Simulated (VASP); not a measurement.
Input:

```xyz
2
Lattice="0.0000 2.3649 2.3649 2.3649 0.0000 2.3649 2.3649 2.3649 0.0000" Properties=species:S:1:pos:R:3 pbc="T T T"
Na     0.0000     0.0000     0.0000
F      2.3649     2.3649     2.3649
```

Calculation: rev-vdW-DF2, VASP's PBE PAW potentials (set 64) (plane waves; VASP 6.6.1). Run with 520 eV cut-off, 10×10×10 Γ-centred mesh, Gaussian smearing of 0.050 eV, potentials Na_pv F.

### Question
What does the run give for the energy per atom (σ→0), pressure, band gap (on the k-mesh) with the smallest direct gap where there is one?

### Answer

```yaml
band gap (on the k-mesh): 5.96 eV
smallest direct gap (on the k-mesh): 5.96 eV
energy per atom (σ→0): -2.563 eV/atom
pressure: -2.41 GPa
```

Only differences to runs with the same potentials and settings are physical.

The compound is NaF in the rock salt structure. This cell is one point of a volume scan, at 1.06 of the reference volume.
